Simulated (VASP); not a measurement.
Given:

```xyz
3
Lattice="0.0000 2.5162 2.5162 2.5162 0.0000 2.5162 2.5162 2.5162 0.0000" Properties=species:S:1:pos:R:3 pbc="T T T"
Zr     0.0000     0.0000     0.0000
O      1.2581     1.2581     1.2581
O      3.7743     3.7743     3.7743
```

Method: LDA (Ceperley-Alder, Perdew-Zunger) with spin-orbit coupling, VASP's LDA PAW potentials (set 64) (plane waves; VASP 6.6.1). Run with 520 eV cut-off, 7×7×7 Γ-centred mesh, Gaussian smearing of 0.050 eV, potentials Zr_sv O.

Question: What does the run give for the energy per atom (σ→0), band gap (over mesh and band path) with the smallest direct gap where there is one?

Answer: 
```
Item                                                     Value
---------------------------------------------  ---------------
band gap (over mesh and band path)                     3.32 eV
smallest direct gap (over mesh and band path)          3.77 eV
energy per atom (σ→0)                          -10.479 eV/atom
```

The compound is ZrO2 in the fluorite structure, the high-temperature cubic form, which is unstable at 0 K; the monoclinic form is the stable one. It was relaxed first.
